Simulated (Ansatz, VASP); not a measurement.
# Two plane-wave programs on Ba2NaBeO6

INCAR

```
SYSTEM = Ba2NaBeO6
PREC = Accurate
ENCUT = 520
EDIFF = 1E-6
ISMEAR = -1
SIGMA = 0.1
LREAL = .FALSE.
LASPH = .TRUE.
NELM = 60
ALGO = Fast
ISIF = 2
LWAVE = .FALSE.
LCHARG = .FALSE.
GGA = CA
NBANDS = 44
```

File KPOINTS:

```
regular mesh
0
G
  4 4 4
  0 0 0
```

Contents of POSCAR:

```
Ba2NaBeO6
1.0
    0.0000000000      4.0960440000      4.0960440000
    4.0960440000      0.0000000000      4.0960440000
    4.0960440000      4.0960440000      0.0000000000
Na Ba Be O
1 2 1 6
Direct
    0.5000000000      0.5000000000      0.5000000000
    0.2500000000      0.2500000000      0.2500000000
    0.7500000000      0.7500000000      0.7500000000
    0.0000000000      0.0000000000      0.0000000000
    0.7760000000      0.2240000000      0.2240000000
    0.2240000000      0.7760000000      0.2240000000
    0.2240000000      0.7760000000      0.7760000000
    0.7760000000      0.2240000000      0.7760000000
    0.2240000000      0.2240000000      0.7760000000
    0.7760000000      0.7760000000      0.2240000000
```

Input for Ansatz:

```yaml
crystal:
  lattice:
    - [0.0, 4.096044, 4.096044]
    - [4.096044, 0.0, 4.096044]
    - [4.096044, 4.096044, 0.0]
  atoms:
    - { symbol: Na, position: [0.5, 0.5, 0.5] }
    - { symbol: Ba, position: [0.25, 0.25, 0.25] }
    - { symbol: Ba, position: [0.75, 0.75, 0.75] }
    - { symbol: Be, position: [0.0, 0.0, 0.0] }
    - { symbol: O, position: [0.776, 0.224, 0.224] }
    - { symbol: O, position: [0.224, 0.776, 0.224] }
    - { symbol: O, position: [0.224, 0.776, 0.776] }
    - { symbol: O, position: [0.776, 0.224, 0.776] }
    - { symbol: O, position: [0.224, 0.224, 0.776] }
    - { symbol: O, position: [0.776, 0.776, 0.224] }
  symmetry: { tolerance: 0.0003 }
kpoints:
  mp_grid: { grid: [4, 4, 4], shift: [0, 0, 0] }
magnetization:
  spin_polarized: false
scf:
  occupations: { method: fermi_dirac }
hamiltonian:
  pseudopotentials: { kind: paw }
  xc: lda
basis:
  ecutwfc: "800 eV"
output:
  forces: true
  stress: true
  eigenvalues: true
```

The cell was built by a generator and needn't be a form met in nature.

Alike in both runs: task single point; functional LDA; k mesh 4 × 4 × 4; no spin polarisation.

|  | VASP | Ansatz |
| --- | --- | --- |
| version | VASP 6.6.1 | Ansatz 0.2.0 |
| potentials or method | VASP PAW LDA potentials, release 64 (Na_pv, Ba_sv, Be, O) | PAW plane waves |
| plane-wave cutoff (eV) | 520 | 800 |
| occupations | fermi-dirac, width 0.1 eV | fermi-dirac |
| valence electrons in the cell | 65 | 67 |

|  | VASP | Ansatz | Ansatz less VASP |
| --- | --- | --- | --- |
| gap on the k mesh at the Fermi level (eV) | none | none | - |
| pressure (GPa) | -8.7 | -9.7 | -1.04 |
| rms of the force components (eV/Å) | 0.306 | 0.298 | -0.0076 |

Atom by atom the forces differ by 0.008 eV/Å (rms over components). A gap of «none» marks a metal or a gap that the smearing closes. The two sets of potentials don't hold the same shells in valence.

Caveats: an odd number of electrons without spin polarisation forces a metal; a magnetic or distorted state may lie lower. The runs have no spin-orbit coupling, so splittings on Ba are missing.
